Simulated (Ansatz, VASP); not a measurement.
**BiAs: VASP beside Ansatz**

```
As Bi
1.0
     5.03427    0.00000    0.00000
    -2.51713    4.35980    0.00000
     0.00000    0.00000    6.49567
As Bi
2 2
Direct
  0.33333 0.66667 0.97259
  0.66667 0.33333 0.47259
  0.33333 0.66667 0.40341
  0.66667 0.33333 0.90341
```

Alike in both runs: task electric field gradients; functional r2SCAN; k mesh 10 × 10 × 6; occupations fermi-dirac, width 0.08 eV; no spin polarisation.

|  | VASP | Ansatz |
| --- | --- | --- |
| version | VASP 6.6.1 | Ansatz 0.2.0 |
| potentials or method | VASP PAW PBE potentials, release 64 (As, Bi_d) | PAW with Ansatz's default frozen-core files, scalar-relativistic |
| plane-wave cutoff (eV) | 520 | 500 |
| valence electrons in the cell | 40 | 60 |

```csv
,VASP,Ansatz,Ansatz less VASP
pressure (GPa),-1.0,-1.0,+0.01
largest component of the traceless stress (GPa),0.38,0.41,+0.031
rms of the force components (eV/Å),0.063,0.066,+0.0029
Vzz of the field gradient on the site that differs most (V/Å²),-59.5,-57.5,+1.93
```

Atom by atom the forces differ by 0.003 eV/Å (rms over components). The functional is the same, so the differences come from potentials, cutoffs and numerics. The two sets of potentials don't hold the same shells in valence. Ansatz warned: «gradients_without_spin_orbit».

Caveats: the PAW data sets were made with another functional, which shifts forces and pressure a little (VASP).
